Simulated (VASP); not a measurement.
**From one sheet to two: 1T-SnSe2 monolayer**

Aim: relax 1T-SnSe2 monolayer, place its levels against the vacuum, then find how two sheets stack and bind.

Method: PBE with D3(BJ); plane waves and PAW (Sn, Se), in the first sound run; inputs show where later runs differ, in VASP 6.6.1.

## Step 1: Set-up

The cell holds 3 atoms: 1 Sn and 2 Se. Its edges and angles: a = 3.860 Å, b = 3.860 Å, c = 22.000 Å, α = 90.0°, β = 90.0°, γ = 120.0°. Vacuum lies along c.

Structure file:

```xyz
3
Lattice="3.8600 0.0000 0.0000 -1.9300 3.3429 0.0000 0.0000 0.0000 22.0000" Properties=species:S:1:pos:R:3
Sn    0.0000    0.0000   11.0000
Se    0.0000    2.2286    9.5000
Se    1.9300    1.1143   12.5000
```

## Step 2: Relaxing the monolayer

The sheet's cell relaxes in its plane with the atoms, while the vacuum is kept.

File INCAR:

```
SYSTEM = SnSe2
PREC = Normal
ENCUT = 350
EDIFF = 1E-06
NELM = 120
ISMEAR = 0
SIGMA = 0.03
LREAL = .FALSE.
ALGO = Normal
GGA = PE
IVDW = 12
NBANDS = 14
LORBIT = 11
LWAVE = .FALSE.
LCHARG = .FALSE.
KPAR = 4
IBRION = 2
NSW = 50
ISIF = 3
EDIFFG = -0.015
POTIM = 0.4
IDIPOL = 3
LDIPOL = .TRUE.
DIPOL = 0.5 0.5 0.5
LATTICE_CONSTRAINTS = .TRUE. .TRUE. .FALSE.
```

File POSCAR:

```
SnSe2
1.0
    3.8600000000      0.0000000000      0.0000000000
   -1.9300000000      3.3428580586      0.0000000000
    0.0000000000      0.0000000000     22.0000000000
Sn Se
1 2
Direct
    0.0000000000      0.0000000000      0.5000000000
    0.3333333333      0.6666666667      0.4318181818
    0.6666666667      0.3333333333      0.5681818182
```

File KPOINTS:

```
Automatic mesh
0
Gamma
9 9 1
0 0 0
```

PAW data sets: Sn and Se (PBE family, release 64).

The run is started by

```bash
mpirun -np 4 vasp_std
```

Output:

```text
[banner, memory and clock lines left out]
running    4 mpi-ranks, on    1 nodes
 distrk:  each k-point on    1 cores,    4 groups
 distr:  one band on    1 cores,    1 groups

 POSCAR found type information on POSCAR SnSe
 POSCAR found :  2 types and       3 ions
 LDA part: xc-table for (Slater+PW92), standard interpolation
 POSCAR, INCAR and KPOINTS ok, starting setup
 FFT: planning ... GRIDC
 FFT: planning ... GRID_SOFT
 FFT: planning ... GRID
 WAVECAR not read
 entering main loop
       N       E                     dE             d eps       ncg     rms          rms(c)
DAV:   1     0.985263383534E+02    0.98526E+02   -0.37623E+03   336   0.572E+02
DAV:   2    -0.144208967019E+01   -0.99968E+02   -0.94243E+02   606   0.127E+02
DAV:   3    -0.119163904688E+02   -0.10474E+02   -0.10349E+02   450   0.512E+01
DAV:   4    -0.121473012931E+02   -0.23091E+00   -0.23059E+00   428   0.904E+00
DAV:   5    -0.121509088590E+02   -0.36076E-02   -0.36065E-02   438   0.109E+00    0.516E+00
DAV:   6    -0.118548642823E+02    0.29604E+00   -0.31233E-01   420   0.305E+00    0.322E+00
DAV:   7    -0.118038537899E+02    0.51010E-01   -0.23186E-01   414   0.241E+00    0.611E-01
DAV:   8    -0.117978488891E+02    0.60049E-02   -0.17786E-02   414   0.835E-01    0.246E-01
DAV:   9    -0.117981533689E+02   -0.30448E-03   -0.24558E-03   456   0.298E-01    0.781E-02
DAV:  10    -0.117981339662E+02    0.19403E-04   -0.80355E-05   438   0.610E-02    0.242E-02
DAV:  11    -0.117981941095E+02   -0.60143E-04   -0.62321E-05   432   0.471E-02    0.746E-03
DAV:  12    -0.117982109643E+02   -0.16855E-04   -0.17010E-06   424   0.835E-03    0.713E-03
DAV:  13    -0.117982703351E+02   -0.59371E-04   -0.97062E-06   396   0.135E-02    0.474E-03
DAV:  14    -0.117982826128E+02   -0.12278E-04   -0.57856E-07   358   0.376E-03    0.304E-03
DAV:  15    -0.117983186640E+02   -0.36051E-04   -0.40228E-06   402   0.659E-03    0.313E-03
DAV:  16    -0.117983194905E+02   -0.82652E-06   -0.68919E-08   372   0.145E-03
   1 F= -.12557182E+02 E0= -.12557182E+02  d E =-.125572E+02
 curvature:   0.00 expect dE= 0.000E+00 dE for cont linesearch  0.000E+00
 trial: gam= 0.00000 g(F)=  0.591E-01 g(S)=  0.105E-01 ort = 0.000E+00 (trialstep = 0.100E+01)
 search vector abs. value=  0.696E-01
 bond charge predicted
       N       E                     dE             d eps       ncg     rms          rms(c)
DAV:   1    -0.118582196770E+02   -0.59901E-01   -0.22626E+00   336   0.827E+00    0.614E-01
DAV:   2    -0.118633053967E+02   -0.50857E-02   -0.12248E-01   438   0.207E+00    0.403E-01
DAV:   3    -0.118612533380E+02    0.20521E-02   -0.31769E-03   408   0.330E-01    0.221E-01
DAV:   4    -0.118603212569E+02    0.93208E-03   -0.14601E-03   438   0.203E-01    0.403E-02
DAV:   5    -0.118602483977E+02    0.72859E-04   -0.12719E-04   432   0.634E-02    0.285E-02
DAV:   6    -0.118602485631E+02   -0.16539E-06   -0.53979E-06   420   0.138E-02
   2 F= -.12600893E+02 E0= -.12600893E+02  d E =-.437109E-01
[...]
3 F= -.12604747E+02 E0= -.12604747E+02  d E =-.475650E-01
[...]
4 F= -.12629206E+02 E0= -.12629206E+02  d E =-.244592E-01
[...]
5 F= -.12639540E+02 E0= -.12639540E+02  d E =-.347924E-01
 curvature:  -1.71 expect dE=-0.163E-03 dE for cont linesearch -0.375E-04
 ZBRENT: extrapolating
 opt :   2.3389  next Energy=   -12.639575 (dE=-0.348E-01)
 bond charge predicted
       N       E                     dE             d eps       ncg     rms          rms(c)
DAV:   1    -0.118806881299E+02    0.71092E-03   -0.67043E-03   342   0.454E-01    0.450E-02
DAV:   2    -0.118806216748E+02    0.66455E-04   -0.27907E-04   438   0.985E-02    0.231E-02
DAV:   3    -0.118806022001E+02    0.19475E-04   -0.48026E-05   396   0.363E-02    0.927E-03
DAV:   4    -0.118806002843E+02    0.19158E-05   -0.17635E-06   344   0.862E-03    0.540E-03
DAV:   5    -0.118805996594E+02    0.62494E-06   -0.15872E-06   320   0.754E-03
   6 F= -.12639575E+02 E0= -.12639575E+02  d E =-.348279E-01
 curvature:  -1.61 expect dE=-0.476E-04 dE for cont linesearch -0.124E-06
 trial: gam=-0.01518 g(F)=  0.108E-04 g(S)=  0.188E-04 ort =-0.562E-04 (trialstep = 0.133E+01)
 search vector abs. value=  0.408E-04
 reached required accuracy - stopping structural energy minimisation
```

It took 15 s on 4 MPI ranks of Intel Xeon 6975P-C (Granite Rapids), shared host; peak memory 0.79 GiB.

Lines that name or quote the potential files are left out of all logs, and their timing lines are given in words.

From OUTCAR (step 2):

```text
ion  position               nearest neighbor table
   1  0.000  0.000  0.500-   2 2.69   3 2.69   2 2.69   3 2.69   3 2.69   2 2.69
   2  0.333  0.667  0.432-   1 2.69   1 2.69   1 2.69
   3  0.667  0.333  0.568-   1 2.69   1 2.69   1 2.69

  LATTYP: Found a hexagonal cell.
 ALAT       =     3.8600000000
 C/A-ratio  =     5.6994818653

 Subroutine GETGRP returns: Found 12 space group operations
 (whereof 12 operations were pure point group operations)

The static configuration has the point symmetry D_3d.

 Found     12 irreducible k-points:

   k-points           NKPTS =     12   k-points in BZ     NKDIM =     12   number of bands    NBANDS=     14

   dimension x,y,z NGX =    18 NGY =   18 NGZ =  108
   dimension x,y,z NGXF=    36 NGYF=   36 NGZF=  216

   ENCUT  =  350.0 eV  25.72 Ry    5.07 a.u.   5.89  5.89 33.56*2*pi/ulx,y,z

   NELECT =      16.0000    total number of electrons

 k-points in reciprocal lattice and weights: Automatic mesh
   0.00000000  0.00000000  0.00000000       0.012
   0.11111111 -0.00000000  0.00000000       0.074
   0.22222222 -0.00000000  0.00000000       0.074
   0.33333333 -0.00000000  0.00000000       0.074
   0.44444444 -0.00000000  0.00000000       0.074
   0.11111111  0.11111111  0.00000000       0.074
   0.22222222  0.11111111  0.00000000       0.148
   0.33333333  0.11111111  0.00000000       0.148
   0.44444444  0.11111111  0.00000000       0.074
   0.22222222  0.22222222  0.00000000       0.074
   0.33333333  0.22222222  0.00000000       0.148
   0.33333333  0.33333333  0.00000000       0.025

 Edisp (eV)   -0.75814

 dipolmoment           0.000000      0.000000      0.000000 electrons x Angstroem

 average (electrostatic) potential at core
       1 -52.5218       2 -60.8512       3 -60.8512

 E-fermi :  -3.3010

 k-point     1 :       0.0000    0.0000    0.0000
  band No.  band energies     occupation
    ...
      4      -4.6284      2.00000
      5      -3.8893      2.00000
      6      -3.8893      2.00000
      7      -3.5053      2.00000
      8      -3.5053      2.00000
      9      -1.8341      0.00000
     10      -0.3082      0.00000
     11       1.1943      0.00000
     12       1.1943      0.00000
     13       2.1127      0.00000
    ...

 k-point     2 :       0.1111   -0.0000    0.0000
  band No.  band energies     occupation
    ...
      4      -4.8836      2.00000
      5      -4.5705      2.00000
      6      -4.2575      2.00000
      7      -4.1124      2.00000
      8      -3.4304      2.00000
      9      -1.2898      0.00000
     10       0.3045      0.00000
     11       1.0571      0.00000
     12       1.4682      0.00000
     13       2.2795      0.00000
    ...

 k-point     3 :       0.2222   -0.0000    0.0000
  band No.  band energies     occupation
    ...
      4      -6.2574      2.00000
      5      -5.1558      2.00000
      6      -4.8426      2.00000
      7      -4.3669      2.00000
      8      -3.5044      2.00000
      9      -1.4182      0.00000
     10       0.5761      0.00000
     11       1.9389      0.00000
     12       1.9816      0.00000
     13       2.5527      0.00000
    ...

 Edisp (eV)   -0.75898

  Total      -0.02700    -0.02700    -0.05288     0.00000    -0.00000     0.00000
  in kB      -0.15549    -0.15549    -0.30453     0.00000    -0.00000     0.00000
  external pressure =       -0.21 kB  Pullay stress =        0.00 kB

  energy-cutoff  :      350.00
  volume of cell :      278.21
      direct lattice vectors                 reciprocal lattice vectors
     3.821310874  0.000000000  0.000000000     0.261690303  0.151086967  0.000000000
    -1.910655437  3.309352293  0.000000000    -0.000000000  0.302173934  0.000000000
     0.000000000  0.000000000 22.000000000     0.000000000  0.000000000  0.045454545

 POSITION                                       TOTAL-FORCE (eV/Angst)
 -----------------------------------------------------------------------------------
      3.82131      0.00000     11.00000        -0.000000      0.000000      0.000000
     -0.00000      2.20623      9.39773         0.000000      0.000000      0.011852
      1.91066      1.10312     12.60227        -0.000000     -0.000000     -0.011852
 -----------------------------------------------------------------------------------
    total drift:                               -0.000000     -0.000000      0.000000

  FREE ENERGIE OF THE ION-ELECTRON SYSTEM (eV)
  ---------------------------------------------------
  free  energy   TOTEN  =       -12.6395750633 eV

  energy  without entropy=      -12.6395750633  energy(sigma->0) =      -12.63957506

 reached required accuracy - stopping structural energy minimisation

 vacuum level on the upper side and lower side of the slab         2.510         2.510

 total charge
# of ion       s       p       d       tot
------------------------------------------
    1        1.270   1.494   0.312   3.076
    2        1.484   2.306   0.024   3.814
    3        1.484   2.306   0.024   3.814
--------------------------------------------------
tot          4.237   6.107   0.360  10.704

[... 3 further parts left out ...]
```

CONTCAR:

```
SnSe2
   1.00000000000000
     3.8213108744274011    0.0000000000000000    0.0000000000000000
    -1.9106554372137006    3.3093522930041770    0.0000000000000000
     0.0000000000000000    0.0000000000000000   22.0000000000000000
  Sn              Se
     1     2
Direct
     1.0000000000000000    0.0000000000000000    0.5000000000000000
     0.3333333332999970    0.6666666667000030    0.4271694799799333
     0.6666666667000030    0.3333333332999970    0.5728305200200666
```

The gap is read on the k-mesh alone, so it is an upper bound where the band edges lie off the mesh. The data set Sn keeps the semicore shell frozen, which is cheaper and a little less accurate. The run keeps the 12 symmetry operations of its start, so it cannot find a distortion of lower symmetry.

Step by step:

```
step  energy less that of the first step (eV)  largest force (eV/Å)  pressure (GPa)  volume (Å³)
   1                                   0.0000                0.8752            0.73       283.88
   2                                  -0.0437                0.4121            0.03       288.56
   3                                  -0.0476                0.2325           -0.23       290.53
   4                                  -0.0720                0.1239           -0.14       284.79
   5                                  -0.0824                0.0034           -0.03       278.60
   6                                  -0.0824                0.0119           -0.02       278.21
```

```
cell as run  before  after  change
      a (Å)   3.860  3.821  -1.0 %
      b (Å)   3.860  3.821  -1.0 %
```

The atoms that moved most (Å, along periodic axes as changes of fractional coordinates times the final cell, across vacuum about the mean position):

```
atom     dx     dy      dz  length
 Se3  0.000  0.000   0.102   0.102
 Se2  0.000  0.000  -0.102   0.102
```

Final coordinates:

```xyz
3
Lattice="3.8213 0.0000 0.0000 -1.9107 3.3094 0.0000 0.0000 0.0000 22.0000" Properties=species:S:1:pos:R:3
Sn    0.0000    0.0000   11.0000
Se    0.0000    2.2062    9.3977
Se    1.9107    1.1031   12.6023
```

Numbers from this step:

```yaml
electronic_cycles: 54
electrons: 16
free_energy_toten: -12.64 eV
fermi_energy: -3.301 eV
metallic: no
dipole_moment: 0, 0, 0 e·Å
gap_on_the_k_mesh: 0.8182 eV
least_direct_gap_on_the_k_mesh: 1.160 eV
```

The run ended after 6 ionic steps, 0.082 eV below its first step, once forces and stress met EDIFFG = -0.015.

## Step 3: A second relaxation

The plane waves were chosen for the start cell, so the relaxation is repeated from its end.

Edit INCAR of step 2 so:

```diff
@@ -17,3 +17,3 @@
 IBRION = 2
-NSW = 50
+NSW = 30
 ISIF = 3
```

File POSCAR:

```
SnSe2
1.0
    3.8213108744      0.0000000000      0.0000000000
   -1.9106554372      3.3093522930      0.0000000000
    0.0000000000      0.0000000000     22.0000000000
Sn Se
1 2
Direct
    0.0000000000      0.0000000000      0.5000000000
    0.3333333333      0.6666666667      0.4271694800
    0.6666666667      0.3333333333      0.5728305200
```

KPOINTS is that of step 2.

The run is started by

```bash
mpirun -np 4 vasp_std
```

Output:

```text
[... set-up lines as in an earlier step ...]
 entering main loop
       N       E                     dE             d eps       ncg     rms          rms(c)
DAV:   1     0.984632798507E+02    0.98463E+02   -0.39195E+03   336   0.582E+02
DAV:   2    -0.359957725988E+00   -0.98823E+02   -0.92659E+02   584   0.125E+02
DAV:   3    -0.119230933803E+02   -0.11563E+02   -0.11416E+02   444   0.528E+01
DAV:   4    -0.121911204287E+02   -0.26803E+00   -0.26779E+00   420   0.978E+00
DAV:   5    -0.121950201146E+02   -0.38997E-02   -0.38990E-02   438   0.118E+00    0.489E+00
DAV:   6    -0.119283205384E+02    0.26670E+00   -0.27708E-01   438   0.296E+00    0.304E+00
DAV:   7    -0.118849006573E+02    0.43420E-01   -0.19818E-01   408   0.222E+00    0.565E-01
DAV:   8    -0.118800803798E+02    0.48203E-02   -0.11911E-02   438   0.726E-01    0.245E-01
DAV:   9    -0.118801478913E+02   -0.67512E-04   -0.22204E-03   444   0.279E-01    0.796E-02
DAV:  10    -0.118801222800E+02    0.25611E-04   -0.72326E-05   432   0.591E-02    0.244E-02
DAV:  11    -0.118801440888E+02   -0.21809E-04   -0.86012E-05   438   0.516E-02    0.966E-03
DAV:  12    -0.118801729690E+02   -0.28880E-04   -0.33905E-06   396   0.104E-02    0.945E-03
DAV:  13    -0.118802717183E+02   -0.98749E-04   -0.26277E-05   378   0.206E-02    0.545E-03
DAV:  14    -0.118803031844E+02   -0.31466E-04   -0.21785E-06   420   0.615E-03    0.478E-03
DAV:  15    -0.118803504870E+02   -0.47303E-04   -0.32452E-06   396   0.695E-03    0.285E-03
DAV:  16    -0.118803509492E+02   -0.46220E-06   -0.56853E-08   348   0.138E-03
   1 F= -.12639326E+02 E0= -.12639326E+02  d E =-.126393E+02
 curvature:   0.00 expect dE= 0.000E+00 dE for cont linesearch  0.000E+00
 trial: gam= 0.00000 g(F)=  0.110E-04 g(S)=  0.197E-04 ort = 0.000E+00 (trialstep = 0.100E+01)
 search vector abs. value=  0.308E-04
 reached required accuracy - stopping structural energy minimisation
```

Elapsed: 4.2 s, on 4 MPI ranks; peak memory 0.76 GiB; 15 s of CPU time.

From OUTCAR (step 3):

```text
  LATTYP: Found a hexagonal cell.
 ALAT       =     3.8213108744
 C/A-ratio  =     5.7571866627

The static configuration has the point symmetry D_3d.

 Found     12 irreducible k-points:

   ENCUT  =  350.0 eV  25.72 Ry    5.07 a.u.   5.83  5.83 33.56*2*pi/ulx,y,z

   NELECT =      16.0000    total number of electrons

 E-fermi :  -3.3008

 k-point     1 :       0.0000    0.0000    0.0000
  band No.  band energies     occupation
    ...
      4      -4.6280      2.00000
      5      -3.8887      2.00000
      6      -3.8887      2.00000
      7      -3.5047      2.00000
      8      -3.5047      2.00000
      9      -1.8336      0.00000
     10      -0.3078      0.00000
     11       1.1948      0.00000
     12       1.1948      0.00000
     13       2.0707      0.00000
    ...

 k-point     2 :       0.1111    0.0000    0.0000
  band No.  band energies     occupation
    ...
      4      -4.8831      2.00000
      5      -4.5701      2.00000
      6      -4.2569      2.00000
      7      -4.1119      2.00000
      8      -3.4298      2.00000
      9      -1.2893      0.00000
     10       0.3049      0.00000
     11       1.0572      0.00000
     12       1.4687      0.00000
     13       2.2504      0.00000
    ...

 Edisp (eV)   -0.75898

  Total      -0.02770    -0.02770    -0.05621     0.00000     0.00000     0.00000
  in kB      -0.15954    -0.15954    -0.32370     0.00000     0.00000     0.00000
  external pressure =       -0.21 kB  Pullay stress =        0.00 kB

  energy-cutoff  :      350.00
  volume of cell :      278.21
      direct lattice vectors                 reciprocal lattice vectors
     3.821310874  0.000000000  0.000000000     0.261690303  0.151086967  0.000000000
    -1.910655437  3.309352293  0.000000000     0.000000000  0.302173934  0.000000000
     0.000000000  0.000000000 22.000000000     0.000000000  0.000000000  0.045454545

 POSITION                                       TOTAL-FORCE (eV/Angst)
 -----------------------------------------------------------------------------------
      0.00000      0.00000     11.00000         0.000000      0.000000      0.000000
     -0.00000      2.20623      9.39773        -0.000000      0.000000      0.011963
      1.91066      1.10312     12.60227         0.000000      0.000000     -0.011963
 -----------------------------------------------------------------------------------
    total drift:                               -0.000000     -0.000000      0.000000

  FREE ENERGIE OF THE ION-ELECTRON SYSTEM (eV)
  ---------------------------------------------------
  free  energy   TOTEN  =       -12.6393263532 eV

  energy  without entropy=      -12.6393263532  energy(sigma->0) =      -12.63932635

 vacuum level on the upper side and lower side of the slab         2.515         2.515

 total charge
# of ion       s       p       d       tot
------------------------------------------
    1        1.270   1.494   0.312   3.076
    2        1.484   2.306   0.024   3.814
    3        1.484   2.306   0.024   3.814
--------------------------------------------------
tot          4.237   6.106   0.360  10.703

[... 5 parts as in an earlier step ...]

[... 7 further parts left out ...]
```

CONTCAR:

```
SnSe2
   1.00000000000000
     3.8213108743999999    0.0000000000000000    0.0000000000000000
    -1.9106554372000000    3.3093522929999999    0.0000000000000000
     0.0000000000000000    0.0000000000000000   22.0000000000000000
  Sn              Se
     1     2
Direct
     0.0000000000000000    0.0000000000000000    0.5000000000000000
     0.3333333332999970    0.6666666667000030    0.4271694800000034
     0.6666666667000030    0.3333333332999970    0.5728305199999966
```

Little changed from the start: no atom moved by 0.005 Å and no cell edge by 0.1 %.

This step gave:

* electronic cycles: 16
* gap on the k-mesh: 0.8181 eV

The start already met the threshold, so nothing moved.

(Continued in part 2 of 5.)

[Lines on the potential files, build, host, timing and source positions are cut from VASP's logs without a mark.]

[Logs are printed without paths, hosts, clocks, repeated set-up lines and the standing remarks that a program may print on its own settings, such as how far it seeks lower states.]

[Hosts, paths, dates, database ids (printed as entryN), source tags and the programs' standing remarks are cut or masked in the printed files.]

[Runs that stopped without an error message from VASP are left out.]
